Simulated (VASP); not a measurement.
Calculation: PBEsol GGA, VASP's PBE PAW potentials (set 64) (plane waves; VASP).

VASP ran on this input.

### POSCAR
```
TaAl
1.0
  0.0000000000   2.9610042975   2.9610042975
  2.9610042975   0.0000000000   2.9610042975
  2.9610042975   2.9610042975   0.0000000000
Ta Al
1 1
direct
  0.0000000000   0.0000000000   0.0000000000
  0.2500000000   0.2500000000   0.2500000000
```

File KPOINTS:
```
Automatic mesh
0
Gamma
10 10 10
0 0 0
```

**INCAR**
```
EDIFFG = -0.01   # ionic stop
GGA = PS   # PBEsol
LWAVE = .False.
ALGO = Normal   # blocked Davidson
PREC = Accurate
LREAL = .False.   # projection in real space or not
LCHARG = .False.
NELM = 100   # most electronic steps
LMAXMIX = 6
NSW = 60   # most ionic steps
ENCUT = 400   # plane-wave cut-off (eV)
SYSTEM = TaAl
EDIFF = 1E-6   # SCF stop (eV)
SIGMA = 0.1   # width (eV)
LASPH = .True.
IBRION = 2   # conjugate gradients
ISIF = 3   # ions, shape and volume
ISMEAR = 1
```

POTCAR, in this order: Ta_pv Al (PBE.64 set). Program: vasp_std.

Unless said otherwise, spin-orbit coupling is left out, though it shifts the bands of the heavy elements here.

Task: What does the run give for the energy per atom (σ→0), volume per atom, band gap (on the k-mesh)?

Result: 
* **energy per atom (σ→0)**: -6.149 eV/atom
* **band gap (on the k-mesh)**: none (metal, semimetal or under 0.01 eV)
* **volume per atom**: 25.89 Å³/atom

### OSZICAR
```
...
   2 F= -.12297150E+02 E0= -.12297763E+02  d E =-.607690E-04
       N       E                     dE             d eps       ncg     rms          rms(c)
DAV:   1    -0.122973393751E+02   -0.18937E-03   -0.39551E-03  1073   0.732E-01    0.777E-02
DAV:   2    -0.122971764648E+02    0.16291E-03   -0.57402E-04  1066   0.191E-01    0.196E-02
DAV:   3    -0.122971686807E+02    0.77841E-05   -0.18038E-05  1214   0.393E-02    0.103E-02
DAV:   4    -0.122971662063E+02    0.24743E-05   -0.69204E-06  1085   0.217E-02    0.282E-03
DAV:   5    -0.122971660377E+02    0.16862E-06   -0.20495E-07   538   0.465E-03
   3 F= -.12297166E+02 E0= -.12297773E+02  d E =-.763230E-04
```

The structure was generated: TaAl was put into the zinc blende type (F-43m), which need not be its known phase. This run relaxes it. Symmetry was kept, so distortions that lower it aren't found. The start is the result of an earlier pass.
